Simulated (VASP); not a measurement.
Input:

```
HfS2
1.0
    1.80116    -3.11970     0.00000
    1.80116     3.11970     0.00000
    0.00000     0.00000     5.76297
Hf S
1 2
Cartesian
  1.80116  -3.11970   0.00000
  1.80116   1.03990   1.45205
  1.80116  -1.03990   4.31093
```

The numbers are results of PBE GGA with D3 dispersion (Becke-Johnson damping), VASP's PBE PAW potentials (set 64) (plane waves; VASP 6.6.1), not measurements. Numerical set-up: 520 eV cut-off, 8×8×5 Γ-centred mesh, tetrahedra with Blöchl corrections, potentials Hf_pv S.

The cores are frozen, which limits the accuracy of field gradients.

Give the principal components of the electric field gradient (V/Å²) and the asymmetry η at each nucleus.

| atom | Vxx | Vyy | Vzz | η |
|---|---|---|---|---|
| Hf1 | 15.0 | 15.0 | -29.9 | 0.00 |
| S2 | 0.5 | 0.5 | -1.0 | 0.00 |
| S3 | 0.5 | 0.5 | -1.0 | 0.00 |

The compound is HfS2 in the 1T layered structure. It was relaxed first.
